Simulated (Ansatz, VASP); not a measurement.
# Cross-check of BAs between VASP and Ansatz, part 2 of 2

One calculation is typed for both programs; each brings its own data sets. How far apart do they land? The cell is taken from a series of runs on this material, whose earlier steps may have relaxed, scaled, displaced or heated it; both programs get it as it stands.

VASP 6.6.1 and Ansatz 0.2.0.

So far: The structure; Ansatz: G0W0 gap, LDA.

### 3. VASP: G0W0 gap, LDA

Level of this step: G0W0 on LDA; plane waves and PAW (B_GW, As_GW) (VASP).

The same cell, functional (in two slightly different forms) and mesh now go to VASP, with its own data sets.

Lines of VASP's logs that name or quote its potential files are left out, and so is its time.

The run reads the wave functions of an earlier VASP run, which isn't shown here.

INCAR

```
SYSTEM = BAs
PREC = Accurate
ENCUT = 340
ISMEAR = 0
SIGMA = 0.01
LREAL = .FALSE.
GGA = CA
NBANDS = 120
ALGO = EVGW0
NELMGW = 1
ENCUTGW = 150
NOMEGA = 64
PRECFOCK = Fast
NBANDSGW = 16
LWAVE = .FALSE.
LCHARG = .FALSE.
```

POSCAR

```
BAs
1.0
   -1.6551460590     -2.3407299982      1.6987917171
    1.6551460590     -2.3407299982      1.6987917171
    0.0000000000      0.0000000037      3.3975834291
B As
1 1
Direct
    0.9987104294      0.9987104294      0.0012895706
    0.7512895706      0.7512895706      0.7487104294
```

KPOINTS

```
Automatic mesh
0
Gamma
6 6 6
0 0 0
```

The projector-augmented-wave data sets are B_GW and As_GW (LDA family, release 64).

Run with:

```bash
mpirun -np 8 vasp_std
```

Numbers of over 12 decimals in the logs are rounded to 6 here.

What it wrote:

```text
[banner, memory and clock lines left out]
running    8 mpi-ranks, on    1 nodes
 distrk:  each k-point on    8 cores,    1 groups
 distr:  one band on    1 cores,    8 groups

 POSCAR found type information on POSCAR B As
 POSCAR found :  2 types and       2 ions
|                                                                             |
|           W    W    AA    RRRRR   N    N  II  N    N   GGGG   !!!           |
|           W    W   A  A   R    R  NN   N  II  NN   N  G    G  !!!           |
|           W    W  A    A  R    R  N N  N  II  N N  N  G       !!!           |
|           W WW W  AAAAAA  RRRRR   N  N N  II  N  N N  G  GGG   !            |
|           WW  WW  A    A  R   R   N   NN  II  N   NN  G    G                |
|           W    W  A    A  R    R  N    N  II  N    N   GGGG   !!!           |
|                                                                             |
|     For optimal performance we recommend to set                             |
|       NCORE = 2 up to number-of-cores-per-socket                            |
|     NCORE specifies how many cores store one orbital (NPAR=cpu/NCORE).      |
|     This setting can greatly improve the performance of VASP for DFT.       |
|     The default, NCORE=1 might be grossly inefficient on modern             |
|     multi-core architectures or massively parallel machines. Do your        |
|     Unfortunately you need to use the default for GW and RPA                |
|     calculations (for HF NCORE is supported but not extensively tested      |
|     yet).                                                                   |
|                                                                             |

|                                                                             |
|           W    W    AA    RRRRR   N    N  II  N    N   GGGG   !!!           |
|           W    W   A  A   R    R  NN   N  II  NN   N  G    G  !!!           |
|           W    W  A    A  R    R  N N  N  II  N N  N  G       !!!           |
|           W WW W  AAAAAA  RRRRR   N  N N  II  N  N N  G  GGG   !            |
|           WW  WW  A    A  R   R   N   NN  II  N   NN  G    G                |
|           W    W  A    A  R    R  N    N  II  N    N   GGGG   !!!           |
|                                                                             |
|     The default for ENCUTGWSOFT is different in this version of VASP.       |
|     please manually set ENCUTGWSOFT =150 in the INCAR file.                 |
|                                                                             |

 LDA part: xc-table for (Slater(with rela. corr.)+CA(PZ))
 , standard interpolation
 found WAVECAR, reading the header
 POSCAR, INCAR and KPOINTS ok, starting setup
 FFT: planning ... GRIDC
 FFT: planning ... GRID_SOFT
 FFT: planning ... GRID
 reading WAVECAR
 the WAVECAR file was read successfully
 initial charge from wavefunction
 available memory per node:     68.56 GB, setting MAXMEM to     70203

 The Fermi energy was updated, please check that it is located mid-gap
 values below the HOMO (VB) or above the LUMO (CB) will cause erroneous energies
 E-fermi :   7.1116

 calculate exact exchange contribution
 the WAVEDER file was read successfully
energies w=
    0.000    0.000    0.368    0.000    0.735    0.000    1.100    0.000
    1.463    0.000    1.823    0.000    2.179    0.000    2.530    0.000
    2.878    0.000    3.220    0.000    3.558    0.000    3.891    0.000
    4.219    0.000    4.543    0.000    4.863    0.000    5.179    0.000
    5.492    0.000    5.802    0.000    6.110    0.000    6.417    0.000
    6.722    0.000    7.027    0.000    7.332    0.000    7.639    0.000
    7.947    0.000    8.258    0.000    8.574    0.000    8.893    0.000
    9.218    0.000    9.550    0.000    9.890    0.000   10.239    0.000
   10.599    0.000   10.970    0.000   11.357    0.000   11.760    0.000
   12.181    0.000   12.624    0.000   13.090    0.000   13.584    0.000
   14.110    0.000   14.673    0.000   15.278    0.000   15.932    0.000
   16.642    0.000   17.419    0.000   18.274    0.000   19.222    0.000
   20.281    0.000   21.473    0.000   22.829    0.000   24.386    0.000
   26.195    0.000   28.324    0.000   30.868    0.000   33.962    0.000
   37.805    0.000   42.705    0.000   49.163    0.000   58.050    0.000
   71.032    0.000   91.745    0.000  129.916    0.000  223.361    0.000
 responsefunction array rank=     120
 LDA part: xc-table for (Slater(with rela. corr.)+CA(PZ))
 , standard interpolation

 min. memory requirement per mpi rank    166.3 MB, per node   1330.6 MB

[...]
performed       1118000 updates of chi_q(r,r)
 total number of BLAS operations        115.65 Gflops
NQ=   3    0.3333   -0.0000    0.0000,
|.........|.........|.........|.........|.........|.........|.........|.........
 performed       1859000 updates of chi_q(r,r)
 total number of BLAS operations        188.78 Gflops
NQ=   4    0.5000   -0.0000    0.0000,
|.........|.........|.........|.........|.........|.........|.........|.........
 performed       2389000 updates of chi_q(r,r)
 total number of BLAS operations        242.03 Gflops
NQ=   5    0.1667    0.1667    0.0000,
|.........|.........|.........|.........|.........|.........|.........|.........
 performed       2877000 updates of chi_q(r,r)
[...]
|.........|.........|.........|.........|.........|.........|.........|.........
 performed      12352000 updates of chi_q(r,r)
 total number of BLAS operations       1219.90 Gflops
NQ=  19   -0.1667    0.0000    0.1667,
|.........|.........|.........|.........|.........|.........|.........|.........
 performed      13381000 updates of chi_q(r,r)
 total number of BLAS operations       1319.59 Gflops
NQ=  20    0.3333    0.3333    0.1667,
|.........|.........|.........|.........|.........|.........|.........|.........
 performed      14134000 updates of chi_q(r,r)
 total number of BLAS operations       1396.55 Gflops
NQ=  21    0.5000    0.3333    0.1667,
|.........|.........|.........|.........|.........|.........|.........|.........
 performed      15163000 updates of chi_q(r,r)
 total number of BLAS operations       1494.44 Gflops
NQ=  22   -0.3333    0.3333    0.1667,
|.........|.........|.........|.........|.........|.........|.........|.........
 performed      16192000 updates of chi_q(r,r)
 total number of BLAS operations       1592.33 Gflops
NQ=  23   -0.1667    0.3333    0.1667,
|.........|.........|.........|.........|.........|.........|.........|.........
 performed      16914000 updates of chi_q(r,r)
 total number of BLAS operations       1662.29 Gflops
NQ=  24    0.5000    0.5000    0.1667,
|.........|.........|.........|.........|.........|.........|.........|.........
 performed      17667000 updates of chi_q(r,r)
 total number of BLAS operations       1732.59 Gflops
NQ=  25   -0.3333    0.5000    0.1667,
|.........|.........|.........|.........|.........|.........|.........|.........
 performed      18389000 updates of chi_q(r,r)
 total number of BLAS operations       1797.55 Gflops
NQ=  26    0.0000    0.0000    0.3333,
|.........|.........|.........|.........|.........|.........|.........|.........
 performed      19142000 updates of chi_q(r,r)
 total number of BLAS operations       1873.16 Gflops
NQ=  27    0.1667   -0.0000    0.3333,
|.........|.........|.........|.........|.........|.........|.........|.........
 performed      20171000 updates of chi_q(r,r)
 total number of BLAS operations       1980.23 Gflops
NQ=  28    0.3333   -0.0000    0.3333,
|.........|.........|.........|.........|.........|.........|.........|.........
 performed      20893000 updates of chi_q(r,r)
 total number of BLAS operations       2054.06 Gflops
NQ=  29    0.5000   -0.0000    0.3333,
|.........|.........|.........|.........|.........|.........|.........|.........
 performed      21922000 updates of chi_q(r,r)
 total number of BLAS operations       2150.16 Gflops
NQ=  30   -0.3333    0.0000    0.3333,
|.........|.........|.........|.........|.........|.........|.........|.........
 performed      22951000 updates of chi_q(r,r)
 total number of BLAS operations       2242.73 Gflops
NQ=  31   -0.1667   -0.0000    0.3333,
|.........|.........|.........|.........|.........|.........|.........|.........
 performed      23980000 updates of chi_q(r,r)
 total number of BLAS operations       2340.62 Gflops
NQ=  32    0.1667    0.1667    0.3333,
|.........|.........|.........|.........|.........|.........|.........|.........
 performed      24526000 updates of chi_q(r,r)
 total number of BLAS operations       2394.44 Gflops
NQ=  33    0.5000    0.1667    0.3333,
|.........|.........|.........|.........|.........|.........|.........|.........
 performed      25555000 updates of chi_q(r,r)
 total number of BLAS operations       2495.96 Gflops
NQ=  34   -0.3333    0.1667    0.3333,
|.........|.........|.........|.........|.........|.........|.........|.........
 performed      26362000 updates of chi_q(r,r)
 total number of BLAS operations       2574.09 Gflops
NQ=  35    0.5000    0.5000    0.3333,
|.........|.........|.........|.........|.........|.........|.........|.........
 performed      27115000 updates of chi_q(r,r)
 total number of BLAS operations       2648.35 Gflops
NQ=  36   -0.3333    0.5000    0.3333,
|.........|.........|.........|.........|.........|.........|.........|.........
 performed      28144000 updates of chi_q(r,r)
 total number of BLAS operations       2746.24 Gflops
NQ=  37   -0.1667    0.5000    0.3333,
|.........|.........|.........|.........|.........|.........|.........|.........
 performed      28866000 updates of chi_q(r,r)
 total number of BLAS operations       2809.98 Gflops
NQ=  38   -0.3333   -0.3333    0.3333,
|.........|.........|.........|.........|.........|.........|.........|.........
 performed      29412000 updates of chi_q(r,r)
 total number of BLAS operations       2857.23 Gflops
NQ=  39    0.0000    0.0000    0.5000,
|.........|.........|.........|.........|.........|.........|.........|.........
 performed      29950000 updates of chi_q(r,r)
 total number of BLAS operations       2907.47 Gflops
NQ=  40    0.1667   -0.0000    0.5000,
|.........|.........|.........|.........|.........|.........|.........|.........
 performed      30979000 updates of chi_q(r,r)
 total number of BLAS operations       3005.36 Gflops
NQ=  41    0.3333    0.0000    0.5000,
|.........|.........|.........|.........|.........|.........|.........|.........
 performed      32008000 updates of chi_q(r,r)
 total number of BLAS operations       3101.46 Gflops
NQ=  42    0.5000   -0.0000    0.5000,
|.........|.........|.........|.........|.........|.........|.........|.........
 performed      32477000 updates of chi_q(r,r)
 total number of BLAS operations       3148.55 Gflops
NQ=  43    0.1667    0.1667    0.5000,
|.........|.........|.........|.........|.........|.........|.........|.........
 performed      33230000 updates of chi_q(r,r)
 total number of BLAS operations       3218.85 Gflops
NQ=  44    0.3333    0.1667    0.5000,
|.........|.........|.........|.........|.........|.........|.........|.........
 performed      33952000 updates of chi_q(r,r)
 total number of BLAS operations       3288.81 Gflops
NQ=  45   -0.3333    0.1667    0.5000,
|.........|.........|.........|.........|.........|.........|.........|.........
 performed      34590000 updates of chi_q(r,r)
 total number of BLAS operations       3346.17 Gflops
NQ=  46   -0.1667    0.1667    0.5000,
|.........|.........|.........|.........|.........|.........|.........|.........
 performed      35404000 updates of chi_q(r,r)
 total number of BLAS operations       3425.05 Gflops
 resolving degeneracies of screened two electron integrals

 calculate QP shifts <psi_nk| G(iteration)W_0 |psi_nk>: iteration 1
 entering main loop
```

From OUTCAR (step 3):

```text
ion  position               nearest neighbor table
   1  0.999  0.999  0.001-   2 2.03   2 2.03   2 2.06   2 2.06
   2  0.751  0.751  0.749-   1 2.03   1 2.03   1 2.06   1 2.06

  LATTYP: Found a body centered orthorhombic cell.
 ALAT       =     3.3102921180
 B/A-ratio  =     1.0263696701
 C/A-ratio  =     1.4142135598

 Subroutine GETGRP returns: Found  4 space group operations
 (whereof  4 operations were pure point group operations)

The static configuration has the point symmetry C_2v.

 Found     46 irreducible k-points:

   k-points           NKPTS =     46   k-points in BZ     NKDIM =    216   number of bands    NBANDS=    120

   dimension x,y,z NGX =    20 NGY =   20 NGZ =   20
   dimension x,y,z NGXF=    40 NGYF=   40 NGZF=   40

   ENCUT  =  340.0 eV  24.99 Ry    5.00 a.u.   5.01  5.01  5.11*2*pi/ulx,y,z

   NELECT =       8.0000    total number of electrons

  energy-cutoff  :      340.00
  volume of cell :       26.33
      direct lattice vectors                 reciprocal lattice vectors
    -1.655146059 -2.340729998  1.698791717    -0.302088143 -0.213608575  0.000000000
     1.655146059 -2.340729998  1.698791717     0.302088143 -0.213608575  0.000000000
     0.000000000  0.000000004  3.397583429     0.000000000  0.213608575  0.294326841

 k-points in reciprocal lattice and weights: Automatic mesh
   0.00000000  0.00000000  0.00000000       0.005
   0.16666667 -0.00000000  0.00000000       0.019
   0.33333333 -0.00000000  0.00000000       0.019
   0.50000000 -0.00000000  0.00000000       0.009
   0.16666667  0.16666667  0.00000000       0.009
   0.33333333  0.16666667  0.00000000       0.019
   0.50000000  0.16666667  0.00000000       0.019
  -0.33333333  0.16666667 -0.00000000       0.019
  -0.16666667  0.16666667  0.00000000       0.009
[...]
-0.33333333  0.16666667  0.50000000       0.019
  -0.16666667  0.16666667  0.50000000       0.019

 E-fermi :   7.1116

 QP shifts <psi_nk| G(iteration)W_0 |psi_nk>: iteration 1
 for sc-GW calculations column KS-energies equals QP-energies in previous step
 and V_xc(KS)=  KS-energies - (<T + V_ion + V_H > + <T+V_H+V_ion>^1  + <V_x>^1)
 k-point   1 :       0.0000    0.0000    0.0000
  band No.  KS-energies  QP-energies   sigma(KS)   V_xc(KS)     V^pw_x(r,r')   Z            occupation Imag(sigma)
      1      -9.1015      -9.7002     -12.8098     -11.9531     -19.7390       0.6988       2.0000       1.2088
      2       6.4518       6.1087     -13.3113     -12.8762     -14.0422       0.7886       2.0000       0.0543
      3       6.6715       6.3385     -13.4025     -12.9801     -14.1412       0.7885       2.0000       0.0562
      4       6.6765       6.3395     -13.3258     -12.8988     -14.0301       0.7892       2.0000       0.0548
      5       9.7235      10.2257     -11.1002     -11.7365      -6.8734       0.7893       0.0000      -0.0428
      6       9.7823      10.2951     -11.1443     -11.7959      -6.8801       0.7868       0.0000      -0.0442
      7      10.1245      10.6430     -11.1335     -11.7922      -6.8000       0.7870       0.0000      -0.0451
      8      11.7760      12.4587     -11.9114     -12.8112      -6.5104       0.7587       0.0000      -0.0775
    ...

 k-point   2 :       0.1667   -0.0000    0.0000
  band No.  KS-energies  QP-energies   sigma(KS)   V_xc(KS)     V^pw_x(r,r')   Z            occupation Imag(sigma)
      1      -8.6244      -9.2164     -12.8312     -11.9940     -19.5908       0.7070       2.0000       1.1555
      2       3.7151       3.2709     -12.9779     -12.4030     -14.6806       0.7728       2.0000       0.0710
      3       5.7199       5.3667     -13.1408     -12.6919     -14.0748       0.7868       2.0000       0.0552
      4       5.9382       5.5924     -13.1787     -12.7390     -14.1025       0.7864       2.0000       0.0561
      5       9.8641      10.3714     -11.2957     -11.9439      -6.8201       0.7827       0.0000      -0.0489
      6      10.6667      11.1834     -11.2389     -11.8993      -6.7019       0.7825       0.0000      -0.0502
      7      10.9058      11.4328     -11.2511     -11.9268      -6.6377       0.7800       0.0000      -0.0534
      8      13.5871      14.1749     -11.6813     -12.4664      -5.8457       0.7488       0.0000      -0.1197
    ...

 k-point   3 :       0.3333   -0.0000    0.0000
  band No.  KS-energies  QP-energies   sigma(KS)   V_xc(KS)     V^pw_x(r,r')   Z            occupation Imag(sigma)
      1      -7.2803      -7.8212     -12.9043     -12.1517     -19.1941       0.7187       2.0000       0.9849
      2      -0.2140      -0.7667     -12.7057     -11.9537     -16.1329       0.7348       2.0000       0.1918
      3       4.8441       4.4473     -13.1318     -12.6242     -14.4466       0.7816       2.0000       0.0618
      4       5.0595       4.6681     -13.1727     -12.6723     -14.4829       0.7821       2.0000       0.0622
      5       9.4473       9.8967     -11.3265     -11.9001      -6.8539       0.7834       0.0000      -0.0498
      6      11.2887      11.7703     -10.8721     -11.4887      -6.0508       0.7812       0.0000      -0.0633
      7      11.5531      12.0505     -10.9085     -11.5477      -5.9935       0.7781       0.0000      -0.0691
      8      15.2609      15.7507     -10.3629     -11.0164      -4.0089       0.7495       0.0000      -0.2071
    ...

 k-point   4 :       0.5000   -0.0000    0.0000
  band No.  KS-energies  QP-energies   sigma(KS)   V_xc(KS)     V^pw_x(r,r')   Z            occupation Imag(sigma)
      1      -6.0194      -6.4954     -13.1143     -12.4589     -18.9226       0.7262       2.0000       0.8102
      2      -2.4011      -2.9956     -12.3884     -11.5637     -16.8010       0.7209       2.0000       0.3679
      3       4.5268       4.1123     -13.1557     -12.6240     -14.6168       0.7795       2.0000       0.0645
      4       4.7405       4.3306     -13.1976     -12.6721     -14.6555       0.7800       2.0000       0.0647
      5       9.2794       9.7084     -11.3497     -11.8970      -6.8920       0.7839       0.0000      -0.0498
      6      11.1847      11.6250     -10.6249     -11.1860      -5.8247       0.7848       0.0000      -0.0643
      7      11.4786      11.9371     -10.6691     -11.2559      -5.7680       0.7813       0.0000      -0.0700
      8      15.2892      15.6739      -9.5184     -10.0266      -3.3021       0.7570       0.0000      -0.2037
    ...

[... 4 further parts left out ...]
```

### 4. Side by side

Known differences besides the potentials themselves: the two LDA forms differ slightly; fixed occupations in Ansatz, narrow Gaussian smearing in VASP; the data sets hold 18 valence electrons in Ansatz (on its default PAW (the set named soft_2) files) and 8 in VASP; the cutoff is 420 eV in Ansatz and 340 eV in VASP; VASP's log shows a relativistic correction to its local exchange, Ansatz's none; Ansatz integrates over frequency by contour deformation, VASP on a grid of NOMEGA points. Total energies have different zeros and are not compared.

The two programs side by side:

```
                   quantity  Ansatz  VASP  difference
  G0W0 gap on the mesh (eV)    1.52  1.48       +0.04
Kohn-Sham gap under it (eV)    0.88  0.87       +0.01
```

### 5. Results

```
difference in G0W0 gap on the mesh (G0W0 gap, LDA) : 0.041 eV
```

In words: The difference in G0W0 gap on the mesh is 0.041 eV (G0W0 gap, LDA). The data sets hold unlike numbers of valence electrons (18 in Ansatz and 8 in VASP), so part of the differences comes from the potentials. How closely two codes agree says nothing of how well the functional describes the real material.

[Lines on the potential files, build, host, timing and source positions are cut from VASP's logs without a mark.]

[Logs are printed without paths, hosts, clocks, repeated set-up lines and the standing remarks that a program may print on its own settings, such as how far it seeks lower states.]

[Hosts, paths, dates, database ids (printed as entryN), source tags and the programs' standing remarks are cut or masked in the printed files.]
